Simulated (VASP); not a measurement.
Level of theory: PBEsol GGA, VASP's PBE PAW potentials (set 64) (plane waves; VASP).

Input for VASP

**KPOINTS**
```
Automatic
0
gamma
  8 7 5
```

INCAR:
```
# general
SYSTEM =Ta2O5
PREC   =Accurate
ENCUT  =520   # plane-wave cut-off (eV)
LREAL  =.False.
LASPH  =.True.   # aspherical one-centre terms
NBANDS =93

# electronic loop
EDIFF  =1E-7   # SCF stop (eV)
NELM   =100
ALGO   =Normal
LMAXMIX=6   # l cut-off of mixed one-centre charges

# smearing
ISMEAR =0   # Gaussian
SIGMA  =0.01   # width (eV)

# functional
GGA    =PS   # PBEsol

# output
LWAVE  =.False.
LCHARG =.False.
NEDOS  =1001   # DOS grid

# other
LOPTICS=.True.
CSHIFT =0.1
```

### POSCAR
```
Ta2O5
1
    3.8452445105     0.0000000000    -0.0036576110
    0.0000000000     3.8642627723     0.0000000000
   -1.8269490219     0.0000000000     6.5101170423
Ta O
2 5
Direct
  0.6479846876   0.0000000000   0.7923279575
  0.3520153124   0.0000000000   0.2076720425
  0.6640389985   0.5000000000   0.7992980714
  0.3359610015   0.5000000000   0.2007019286
  0.1890907006   1.0000000000   0.8704518275
  0.8109092994   0.0000000000   0.1295481725
  0.5000000000   0.0000000000   0.5000000000
```

POTCAR, in this order: Ta_pv O (PBE.64 set). Program: vasp_std.

Q: What will the output report for the number of irreducible k-points (NKPTS), largest plane-wave count, number of space-group operations, FFT grid (NGX, NGY, NGZ)?

A: 
```
Property                                       Value
--------------------------------------  ------------
number of irreducible k-points (NKPTS)            84
largest plane-wave count                        2622
number of space-group operations                   4
FFT grid (NGX, NGY, NGZ)                30 × 30 × 50
```

The structure comes from a computed database's Ta2O5 entry (P2/m); how it stands against other phases isn't given here. It was relaxed first.
